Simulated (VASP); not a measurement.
Crystal: EuMo.

```xyz
2
Lattice="3.5314 0.0000 0.0000 0.0000 3.5314 0.0000 0.0000 0.0000 3.5314" Properties=species:S:1:pos:R:3 pbc="T T T"
Eu    1.7657    1.7657    1.7657
Mo    0.0000    0.0000    0.0000
```

The cell was built by a generator and needn't be a form met in nature.

Base run:

```yaml
Program: VASP 6.6.1
Functional: r2SCAN
Potentials_or_basis: VASP PAW PBE potentials, release 64 (Eu, Mo_sv)
Cutoff: 520 eV
k_mesh: 6 × 6 × 6
Occupations: fermi-dirac, width 0.05 eV
Spin: collinear spin, ferromagnetic start
Starting_moments: "[7.0, 1.0] μB"
```

Its results: net moment 8.94 μB per cell.

Problem. After a change of settings the same cell gave: net moment 5.64 μB per cell. Which change was it?
A. spin from collinear spin, ferromagnetic start to collinear spin, antiferromagnetic start; moments at the start from [7.0, 1.0] to [7.0, -1.0]
B. spin from collinear spin, ferromagnetic start to collinear spin, antiferromagnetic start; moments at the start from [7.0, 1.0] to [8.5, -2.5]
C. moments at the start from [7.0, 1.0] to [8.5, 2.5]
D. functional from r2SCAN to PBEsol; further incar settings from ALGO = Normal; EDIFF = 1e-06; NBANDS = 26 to ALGO = Fast; EDIFF = 1e-06; NBANDS = 26

Solution. D.
